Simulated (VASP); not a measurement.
A run of VASP 6.6.1:

INCAR

```
AGGAC = 0.0
ALGO = Normal
EDIFF = 1E-6
EDIFFG = -0.02
ENCUT = 600
GGA = BO
IBRION = 2
ISIF = 3
ISMEAR = -1
LASPH = T
LCHARG = F
LREAL = F
LUSE_VDW = T
LWAVE = F
NELM = 80
NSW = 60
PARAM1 = 0.1833333333
PARAM2 = 0.22
PREC = Accurate
SIGMA = 0.05
```

Contents of KPOINTS:

```
k-points
0
Gamma
  3 3 7
```

The input POSCAR:

```
Be2Al5
1.0
    6.4105600000      0.0000000000      0.0000000000
    0.0000000000      6.4105600000      0.0000000000
    0.0000000000      0.0000000000      2.6880600000
Be Al
2 5
Direct
    0.5000000000      0.0000000000      0.0000000000
    0.0000000000      0.5000000000      0.0000000000
    0.7906600000      0.7906600000      0.5000000000
    0.2093400000      0.2093400000      0.5000000000
    0.2093400000      0.7906600000      0.5000000000
    0.7906600000      0.2093400000      0.5000000000
    0.5000000000      0.5000000000      0.5000000000
```

Potentials or basis: VASP PAW PBE potentials, release 64 (Be, Al).

The run is started by

```bash
$ cat potpaw_PBE.64/Be/POTCAR potpaw_PBE.64/Al/POTCAR > POTCAR
$ mpirun -np 1 vasp_std > vasp.out
```

Hardware: 1 thread of Intel(R) Xeon(R) 6975P-C (Granite Rapids), with other jobs on the host.

Q: Estimate the wall time of this run.

A: It took 2.2 min on 1 thread of Intel(R) Xeon(R) 6975P-C (Granite Rapids), with other jobs on the host, peak memory 0.61 GiB. Counts: scf iterations 23, k points 12, ion steps 4.
